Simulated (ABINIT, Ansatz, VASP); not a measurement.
MgWF6 (R-3, 8 atoms in the cell) computed with different codes at matched settings

Self-consistent single point, at a second geometry (lattice scaled by 0.98). First geometry:

```
MgWF6
1.0
    2.56967     1.48360     4.65800
   -2.56967     1.48360     4.65800
    0.00000    -2.96720     4.65800
Mg W F
1 1 6
Cartesian
  0.00000   0.00000   6.98700
  0.00000   0.00000   0.00000
 -1.00093  -1.26175   8.13137
  1.00093   1.26175   5.84264
  1.59317  -0.23596   8.13137
 -1.59317   0.23596   5.84264
 -0.59224   1.49770   8.13137
  0.59224  -1.49770   5.84264
```
Moments meant for the start (each program seeds them in its own way; μB, in the order of the atoms Mg W F F F F F F): 0.0 1.0 0.0 0.0 0.0 0.0 0.0 0.0.

Shared settings, as Ansatz (an electronic-structure program) writes them: kpoints.mp_grid.grid = 3 3 3; scf.occupations.method = fermi_dirac; scf.occupations.width = 0.01 eV. Potentials and cutoffs stand in the table.

```json
[
 {"code": "Ansatz", "model": "PBEsol, default PAW files made with PBE", "ΔF from the first geometry (meV/atom)": "16.2", "pressure (GPa)": "7.02", "largest force (eV/Å)": "0.390", "size of the net moment (μB/atom)": "0.25", "cutoff": "default"},
 {"code": "ABINIT", "model": "PBEsol, norm-conserving pseudopotentials (PseudoDojo nc-sr-04 PBEsol standard)", "ΔF from the first geometry (meV/atom)": "14.6", "pressure (GPa)": "7.39", "largest force (eV/Å)": "0.358", "size of the net moment (μB/atom)": "0.25", "cutoff": "42 Ha"},
 {"code": "VASP", "model": "PBEsol, VASP's PBE PAW potentials (set 64)", "ΔF from the first geometry (meV/atom)": "19.8", "pressure (GPa)": "-1.98", "largest force (eV/Å)": "0.614", "size of the net moment (μB/atom)": "0.25", "cutoff": "400 eV"}
]
```

For Ansatz (by 0.7 GPa) and VASP (by 10.4 GPa) the energy change implies a higher mean pressure, against the two pressures, than for the other programs: a sign of finite-basis (Pulay) stress.

On Ansatz's run: spin-orbit coupling is off. With one magnetic atom in the cell only a parallel order is possible.

The spread over the programs that give each value: ΔF from the first geometry within 5.2 meV/atom; pressure within 9.37 GPa; largest force within 0.256 eV/Å; size of the net moment within 0.00 μB/atom.

Ansatz's pressure is given at a fixed set of plane waves, as the other plane-wave codes print theirs; with its correction for the finite basis it is 7.77 GPa (the shift of 0.75 GPa shows how far the cutoff is from converged). In the pressure, VASP (by 9.00) lies more than 1 GPa from the median of the plane-wave programs. In the force vectors, VASP (by 0.252) lies more than 0.08 eV/Å from the median of the plane-wave programs.

The shared mesh is coarse (it stands for a supercell whose shortest vector is 15 Å), so the values are not converged in it.

VASP's run is marked for a possible Pulay error in its stress at this cutoff; no cutoff test was made.

The starting cell comes from a database of computed structures (which also holds hypothetical and non-ambient phases and stackings), without a prior relaxation at this level. For this run, on top of that: lattice scaled by 0.98.

Left out of this page: Quantum ESPRESSO and SIESTA (not drawn, or without a comparable value).

Keys are those of Ansatz 0.2.
